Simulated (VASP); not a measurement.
**Band gap of PtS2: mesh and cell**

How far does the LDA gap of PtS2 depend on mesh and cell? The starting structure is a measured crystal structure from the Crystallography Open Database. The atoms were first relaxed with LDA in that cell, in a run that isn't shown, and the relaxed structure is the one below.

Main program and level: VASP 6.6.1; Kohn-Sham DFT with plane waves and PAW; LDA.

## Step 1: The structure

It takes space group P-3m1 (No. 164, trigonal). Conventional cell: a = 3.543 Å, b = 3.543 Å, c = 5.039 Å, α = 90.00°, β = 90.00°, γ = 120.00°. Pt has 6 S at 2.37 Å nearest. Nearest to S lie 3 Pt at 2.37 Å. Farther neighbours and most contacts between anions are not listed.

## Step 2: Reference bands

Input file INCAR:

```
SYSTEM = PtS2
PREC = Accurate
ENCUT = 350
EDIFF = 1E-06
NELM = 100
ISMEAR = 0
SIGMA = 0.03
LREAL = .FALSE.
ALGO = Normal
GGA = CA
NBANDS = 24
LASPH = .TRUE.
LORBIT = 11
LWAVE = .FALSE.
LCHARG = .FALSE.
KPAR = 4
```

Input file POSCAR:

```
PtS2
1.0
    3.5432000000      0.0000000000      0.0000000000
   -1.7716000000      3.0685012107      0.0000000000
    0.0000000000      0.0000000000      5.0388000000
Pt S
1 2
Direct
    0.0000000000      0.0000000000      0.0000000000
    0.6666666667      0.3333333333      0.7611866065
    0.3333333333      0.6666666667      0.2388133935
```

Input file KPOINTS:

```
Automatic mesh
0
Gamma
9 9 4
0 0 0
```

Input file KPOINTS_OPT:

```
Line mode
10
Line-mode
Reciprocal
  0.00000000   0.00000000   0.00000000 GAMMA
  0.50000000   0.00000000   0.00000000 M

  0.50000000   0.00000000   0.00000000 M
  0.33333333   0.33333333   0.00000000 K

  0.33333333   0.33333333   0.00000000 K
  0.00000000   0.00000000   0.00000000 GAMMA

  0.00000000   0.00000000   0.00000000 GAMMA
  0.00000000   0.00000000   0.50000000 A

  0.00000000   0.00000000   0.50000000 A
  0.50000000   0.00000000   0.50000000 L

  0.50000000   0.00000000   0.50000000 L
  0.33333333   0.33333333   0.50000000 H

  0.33333333   0.33333333   0.50000000 H
  0.00000000   0.00000000   0.50000000 A

  0.50000000   0.00000000   0.50000000 L
  0.50000000   0.00000000   0.00000000 M

  0.33333333   0.33333333   0.00000000 K
  0.33333333   0.33333333   0.50000000 H
```

The projector-augmented-wave data sets are Pt and S (LDA family, release 64).

Run with:

```sh
mpirun -np 4 vasp_std
```

Log:

```text
[banner, memory and clock lines left out]
running    4 mpi-ranks, on    1 nodes
 distrk:  each k-point on    1 cores,    4 groups
 distr:  one band on    1 cores,    1 groups

 POSCAR found type information on POSCAR PtS
 POSCAR found :  2 types and       3 ions
 LDA part: xc-table for (Slater(with rela. corr.)+CA(PZ))
 , standard interpolation
 POSCAR, INCAR and KPOINTS ok, starting setup
 FFT: planning ... GRIDC
 FFT: planning ... GRID_SOFT
 FFT: planning ... GRID
 WAVECAR not read
 entering main loop
       N       E                     dE             d eps       ncg     rms          rms(c)
DAV:   1     0.743786970146E+02    0.74379E+02   -0.78145E+03  2184   0.583E+02
DAV:   2    -0.162760211202E+02   -0.90655E+02   -0.86443E+02  2592   0.156E+02
DAV:   3    -0.195129975313E+02   -0.32370E+01   -0.32217E+01  2584   0.282E+01
DAV:   4    -0.195409311486E+02   -0.27934E-01   -0.27930E-01  2488   0.299E+00
DAV:   5    -0.195413478718E+02   -0.41672E-03   -0.41672E-03  2648   0.357E-01    0.187E+01
DAV:   6    -0.184569309090E+02    0.10844E+01   -0.39239E+00  2232   0.177E+01    0.116E+01
DAV:   7    -0.182087167225E+02    0.24821E+00   -0.81598E-01  2112   0.782E+00    0.580E+00
DAV:   8    -0.181709578792E+02    0.37759E-01   -0.50745E-02  2632   0.150E+00    0.900E-01
DAV:   9    -0.181691765114E+02    0.17814E-02   -0.40171E-03  2472   0.462E-01    0.220E-01
DAV:  10    -0.181691840000E+02   -0.74886E-05   -0.53877E-04  2640   0.123E-01    0.845E-02
DAV:  11    -0.181691845241E+02   -0.52411E-06   -0.31706E-05  2544   0.452E-02    0.310E-02
DAV:  12    -0.181691843017E+02    0.22239E-06   -0.29486E-06  2504   0.127E-02
   1 F= -.18169184E+02 E0= -.18169184E+02  d E =-.463246E-23
 Start KPOINTS_OPT (optional k-point list driver)
k-point batch [1-43\90]
       N       E                     dE             ncg
DAV:   1     0.503077944383E+04   -0.97448E+04     2128
DAV:   2     0.106449826925E+04   -0.39663E+04     2648
DAV:   3     0.922381807742E+03   -0.14212E+03     2584
DAV:   4     0.921002493847E+03   -0.13793E+01     2488
DAV:   5     0.920977116814E+03   -0.25377E-01     2616
DAV:   6     0.920976489507E+03   -0.62731E-03     2512
DAV:   7     0.920976472577E+03   -0.16930E-04     2616
DAV:   8     0.920976472161E+03   -0.41595E-06     1872
[...]
k-point batch [87-90\90]
       N       E                     dE             ncg
DAV:   1     0.245103338262E+05   -0.22038E+04      208
DAV:   2     0.241636179396E+05   -0.34672E+03      248
DAV:   3     0.241520107655E+05   -0.11607E+02      224
DAV:   4     0.241518980859E+05   -0.11268E+00      248
DAV:   5     0.241518959888E+05   -0.20971E-02      240
DAV:   6     0.241518959369E+05   -0.51887E-04      248
DAV:   7     0.241518959355E+05   -0.14498E-05      248
DAV:   8     0.241518959355E+05   -0.35172E-07      184
```

Run time: 15 s. Hardware: 4 MPI ranks of AMD EPYC 7R43, shared host; peak memory 0.54 GiB.

Lines that name or quote the potential files are left out of all logs, and their timing lines are given in words.

Parts of OUTCAR (step 2):

```text
ion  position               nearest neighbor table
   1  0.000  0.000  0.000-   2 2.37   3 2.37   2 2.37   3 2.37   2 2.37   3 2.37
   2  0.667  0.333  0.761-   1 2.37   1 2.37   1 2.37
   3  0.333  0.667  0.239-   1 2.37   1 2.37   1 2.37

  LATTYP: Found a hexagonal cell.
 ALAT       =     3.5432000000
 C/A-ratio  =     1.4221043125

 Subroutine GETGRP returns: Found 12 space group operations
 (whereof 12 operations were pure point group operations)

The static configuration has the point symmetry D_3d.

 Found     43 irreducible k-points:

   k-points           NKPTS =     43   k-points in BZ     NKDIM =     43   number of bands    NBANDS=     24

   dimension x,y,z NGX =    24 NGY =   24 NGZ =   32
   dimension x,y,z NGXF=    48 NGYF=   48 NGZF=   64

   ENCUT  =  350.0 eV  25.72 Ry    5.07 a.u.   5.40  5.40  7.69*2*pi/ulx,y,z

   NELECT =      22.0000    total number of electrons

 k-points in reciprocal lattice and weights: Automatic mesh
   0.00000000  0.00000000  0.00000000       0.003
   0.11111111 -0.00000000  0.00000000       0.019
   0.22222222  0.00000000  0.00000000       0.019
   0.33333333  0.00000000  0.00000000       0.019
   0.44444444  0.00000000  0.00000000       0.019
   0.11111111  0.11111111  0.00000000       0.019
   0.22222222  0.11111111  0.00000000       0.037
   0.33333333  0.11111111  0.00000000       0.037
   0.44444444  0.11111111  0.00000000       0.019
[...]
0.33333333  0.22222222  0.50000000       0.037
   0.33333333  0.33333333  0.50000000       0.006

 average (electrostatic) potential at core
       1 -68.5100       2 -85.8824       3 -85.8824

 E-fermi :   6.8317

 k-point     1 :       0.0000    0.0000    0.0000
  band No.  band energies     occupation
    ...
      7       2.7472      2.00000
      8       4.6296      2.00000
      9       5.5441      2.00000
     10       5.5441      2.00000
     11       6.6330      2.00000
     12       8.7502      0.00000
     13       8.7502      0.00000
     14      11.1355      0.00000
     15      11.9575      0.00000
     16      14.5440      0.00000
    ...

 k-point     2 :       0.1111   -0.0000    0.0000
  band No.  band energies     occupation
    ...
      7       2.6305      2.00000
      8       4.2481      2.00000
      9       5.4126      2.00000
     10       5.5417      2.00000
     11       6.5884      2.00000
     12       8.2634      0.00000
     13       8.6682      0.00000
     14      11.9362      0.00000
     15      12.5871      0.00000
     16      14.2137      0.00000
    ...

 k-point     3 :       0.2222    0.0000    0.0000
  band No.  band energies     occupation
    ...
      7       2.4543      2.00000
      8       3.6488      2.00000
      9       5.1545      2.00000
     10       5.2957      2.00000
     11       5.9493      2.00000
     12       8.1269      0.00000
     13       8.6972      0.00000
     14      12.2541      0.00000
     15      13.7089      0.00000
     16      14.7594      0.00000
    ...

  Total       -0.4335685     -0.4335685     -0.7533262      0.0000000      0.0000000     -0.0000000
  in kB      -12.6799990    -12.6799990    -22.0315266      0.0000000      0.0000000     -0.0000000
  external PRESSURE =     -15.7971748 kB  Pullay stress =       0.0000000 kB

  energy-cutoff  :      350.00
  volume of cell :       54.78
      direct lattice vectors                 reciprocal lattice vectors
     3.543200000  0.000000000  0.000000000     0.282230752  0.162946001  0.000000000
    -1.771600000  3.068501211  0.000000000     0.000000000  0.325892001  0.000000000
     0.000000000  0.000000000  5.038800000     0.000000000  0.000000000  0.198459951

 POSITION                                       TOTAL-FORCE (eV/Angst)
 -----------------------------------------------------------------------------------
      0.00000      0.00000      0.00000         0.000000      0.000000      0.000000
      1.77160      1.02283      3.83547         0.000000     -0.000000      0.000847
     -0.00000      2.04567      1.20333        -0.000000      0.000000     -0.000847
 -----------------------------------------------------------------------------------
    total drift:                               -0.000000     -0.000000      0.000000

  FREE ENERGIE OF THE ION-ELECTRON SYSTEM (eV)
  ---------------------------------------------------
  free  energy   TOTEN  =       -18.1691843017 eV

  energy  without entropy=      -18.1691843017  energy(sigma->0) =      -18.16918430

 total charge
# of ion       s       p       d       tot
------------------------------------------
    1        0.711   0.809   8.014   9.534
    2        1.361   2.265   0.000   3.626
    3        1.361   2.265   0.000   3.626
--------------------------------------------------
tot          3.433   5.340   8.014  16.786

[... 3 further parts left out ...]
```

Spin-orbit coupling is off here; with elements this heavy it can split and shift levels by tenths of an eV.

The reference gap is 0.708 eV.

## Step 3: Bands with cell and atoms relaxed by LDA

Against step 2 the input has another starting structure. The cell comes from a relaxation at this level, not shown (49.89 Å³).

INCAR is that of step 2.

Input file POSCAR:

```
PtS2
1.0
    3.5622153019      0.0000000000      0.0000000000
   -1.7811076509      3.0849689452      0.0000000000
    0.0000000000      0.0000000000      4.5394809884
Pt S
1 2
Direct
    0.0000000000      0.0000000000      0.0000000000
    0.6666666667      0.3333333333      0.7385165712
    0.3333333333      0.6666666667      0.2614834288
```

KPOINTS is that of step 2.

KPOINTS_OPT is that of step 2.

Run with:

```sh
mpirun -np 4 vasp_std
```

Log:

```text
[... set-up lines as in an earlier step ...]
 entering main loop
       N       E                     dE             d eps       ncg     rms          rms(c)
DAV:   1     0.743307370197E+02    0.74331E+02   -0.79590E+03  2200   0.591E+02
DAV:   2    -0.163259167562E+02   -0.90657E+02   -0.86316E+02  2576   0.156E+02
DAV:   3    -0.194936451484E+02   -0.31677E+01   -0.31528E+01  2584   0.281E+01
DAV:   4    -0.195168628405E+02   -0.23218E-01   -0.23215E-01  2448   0.279E+00
[...]
DAV:  10    -0.182118700921E+02    0.14246E-04   -0.40096E-04  2648   0.105E-01    0.772E-02
DAV:  11    -0.182118711219E+02   -0.10298E-05   -0.16496E-05  2472   0.311E-02    0.270E-02
DAV:  12    -0.182118713003E+02   -0.17837E-06   -0.17967E-06  2192   0.906E-03
   1 F= -.18211871E+02 E0= -.18211773E+02  d E =-.196303E-03
 Start KPOINTS_OPT (optional k-point list driver)
k-point batch [1-43\90]
       N       E                     dE             ncg
DAV:   1     0.610212884796E+04   -0.88975E+04     2120
DAV:   2     0.216707676358E+04   -0.39351E+04     2568
DAV:   3     0.203098813581E+04   -0.13609E+03     2688
DAV:   4     0.202982372124E+04   -0.11644E+01     2408
DAV:   5     0.202980515645E+04   -0.18565E-01     2696
DAV:   6     0.202980475752E+04   -0.39893E-03     2400
DAV:   7     0.202980474809E+04   -0.94322E-05     2616
DAV:   8     0.202980474784E+04   -0.25076E-06     1776
[...]
k-point batch [87-90\90]
       N       E                     dE             ncg
DAV:   1     0.252241356933E+05   -0.22635E+04      192
DAV:   2     0.248375964726E+05   -0.38654E+03      240
DAV:   3     0.248256894898E+05   -0.11907E+02      240
DAV:   4     0.248255787018E+05   -0.11079E+00      256
DAV:   5     0.248255768660E+05   -0.18358E-02      248
DAV:   6     0.248255768258E+05   -0.40265E-04      256
DAV:   7     0.248255768248E+05   -0.10012E-05      248
DAV:   8     0.248255768248E+05   -0.21446E-07      192
```

It took 13 s on 4 MPI ranks; peak memory 0.54 GiB; 50 s of CPU time.

Parts of OUTCAR (step 3):

```text
  Total       -0.0769191     -0.0769191     -0.0767945     -0.0000000     -0.0000000      0.0000000
  in kB       -2.4704026     -2.4704026     -2.4664003     -0.0000000     -0.0000000      0.0000000
  external PRESSURE =      -2.4690685 kB  Pullay stress =       0.0000000 kB

 POSITION                                       TOTAL-FORCE (eV/Angst)
 -----------------------------------------------------------------------------------
      0.00000      0.00000      0.00000        -0.000000     -0.000000     -0.000000
      1.78111      1.02832      3.35248        -0.000000      0.000000      0.005884
     -0.00000      2.05665      1.18700         0.000000     -0.000000     -0.005884
 -----------------------------------------------------------------------------------
    total drift:                                0.000000      0.000000     -0.000000

  FREE ENERGIE OF THE ION-ELECTRON SYSTEM (eV)
  ---------------------------------------------------
  free  energy   TOTEN  =       -18.2118713003 eV

  energy  without entropy=      -18.2116749977  energy(sigma->0) =      -18.21177315

[... 1 part as in an earlier step ...]

[... 2 further parts left out ...]
[key lines of the parts left out:]
E-fermi :   8.4394
```

With cell and atoms relaxed by LDA there is no gap to read, since by its occupations the run counts as a metal (its levels may still leave one).

## Step 4: Bands with a 9×9×6 mesh

Against step 2 the input has a 9×9×6 mesh.

INCAR is that of step 3.

Input file POSCAR:

```
PtS2
1.0
    3.5432000000      0.0000000000      0.0000000000
   -1.7716000000      3.0685012107      0.0000000000
    0.0000000000      0.0000000000      5.0388000000
Pt S
1 2
Direct
    0.0000000000      0.0000000000      0.0000000000
    0.6666666667      0.3333333333      0.7611866065
    0.3333333333      0.6666666667      0.2388133935
```

Input file KPOINTS:

```
Automatic mesh
0
Gamma
9 9 6
0 0 0
```

KPOINTS_OPT is that of step 3.

Run with:

```sh
mpirun -np 4 vasp_std
```

Log:

```text
[... set-up lines as in an earlier step ...]
 entering main loop
       N       E                     dE             d eps       ncg     rms          rms(c)
DAV:   1     0.746669448439E+02    0.74667E+02   -0.77493E+03  3128   0.582E+02
DAV:   2    -0.161783614218E+02   -0.90845E+02   -0.86534E+02  3768   0.155E+02
DAV:   3    -0.195127278184E+02   -0.33344E+01   -0.33183E+01  3776   0.285E+01
DAV:   4    -0.195410098504E+02   -0.28282E-01   -0.28279E-01  3608   0.302E+00
[...]
DAV:  10    -0.181696465367E+02   -0.74485E-05   -0.54125E-04  3856   0.123E-01    0.841E-02
DAV:  11    -0.181696472078E+02   -0.67110E-06   -0.31607E-05  3624   0.450E-02    0.310E-02
DAV:  12    -0.181696469979E+02    0.20990E-06   -0.29415E-06  3712   0.128E-02
   1 F= -.18169647E+02 E0= -.18169647E+02  d E =-.456998E-23
 Start KPOINTS_OPT (optional k-point list driver)
k-point batch [1-62\90]
       N       E                     dE             ncg
DAV:   1     0.723514456022E+04   -0.20744E+05     3096
DAV:   2     0.147018149541E+04   -0.57650E+04     3712
DAV:   3     0.126781879389E+04   -0.20236E+03     3768
DAV:   4     0.126585995134E+04   -0.19588E+01     3528
DAV:   5     0.126582394350E+04   -0.36008E-01     3816
DAV:   6     0.126582303690E+04   -0.90660E-03     3616
DAV:   7     0.126582301184E+04   -0.25054E-04     3880
DAV:   8     0.126582301124E+04   -0.60598E-06     2712
k-point batch [63-90\90]
       N       E                     dE             ncg
DAV:   1     0.169979848763E+05   -0.13496E+05     1392
DAV:   2     0.144427924785E+05   -0.25552E+04     1672
DAV:   3     0.143568775403E+05   -0.85915E+02     1704
DAV:   4     0.143560190492E+05   -0.85849E+00     1640
DAV:   5     0.143560029545E+05   -0.16095E-01     1744
DAV:   6     0.143560025520E+05   -0.40250E-03     1656
DAV:   7     0.143560025406E+05   -0.11340E-04     1744
DAV:   8     0.143560025404E+05   -0.26683E-06     1240
```

It took 16 s on 4 MPI ranks; peak memory 0.61 GiB; 60 s of CPU time.

Parts of OUTCAR (step 4):

```text
  Total       -0.4334524     -0.4334524     -0.7522023      0.0000000      0.0000000      0.0000000
  in kB      -12.6766021    -12.6766021    -21.9986574      0.0000000      0.0000000      0.0000000
  external PRESSURE =     -15.7839539 kB  Pullay stress =       0.0000000 kB

 POSITION                                       TOTAL-FORCE (eV/Angst)
 -----------------------------------------------------------------------------------
      0.00000      0.00000      0.00000         0.000000      0.000000      0.000000
      1.77160      1.02283      3.83547         0.000000     -0.000000     -0.002471
     -0.00000      2.04567      1.20333        -0.000000      0.000000      0.002471
 -----------------------------------------------------------------------------------
    total drift:                               -0.000000     -0.000000     -0.000000

  FREE ENERGIE OF THE ION-ELECTRON SYSTEM (eV)
  ---------------------------------------------------
  free  energy   TOTEN  =       -18.1696469979 eV

  energy  without entropy=      -18.1696469979  energy(sigma->0) =      -18.16964700

[... 1 part as in an earlier step ...]

[... 2 further parts left out ...]
[key lines of the parts left out:]
E-fermi :   6.8302
```

With a 9×9×6 mesh the gap is 0.709 eV, +0.001 eV from the reference.

## Step 5: The runs compared

```csv
run,gap (eV),change (eV),core minutes
reference,0.708,-,1.03
cell and atoms relaxed by LDA,none,-,0.867
a 9×9×6 mesh,0.709,0.001,1.04
```

Core minutes are wall time times ranks of the run shown, on a shared host.

## Step 6: Outcome

```yaml
reference_gap: 0.708 eV
gap_with_cell_and_atoms_relaxed_by_lda: none to read from the occupations
gap_with_a_9x9x6_mesh: 0.709 eV
```

**Reading.** Among the runs that read a gap along the path, none moves it by more than 0.005 eV. On finer settings it changes by +0.001 eV with a 9×9×6 mesh, not denser along every axis. With cell and atoms relaxed by LDA there is no gap to read, since by its occupations the run counts as a metal (its levels may still leave one). The functional's own error isn't tested here. Further runs on this material are not shown.

[Lines on the potential files, build, host, timing and source positions are cut from VASP's logs without a mark.]

[Logs are printed without paths, hosts, clocks, repeated set-up lines and the standing remarks that a program may print on its own settings, such as how far it seeks lower states.]

[Hosts, paths, dates, database ids (printed as entryN), source tags and the programs' standing remarks are cut or masked in the printed files.]
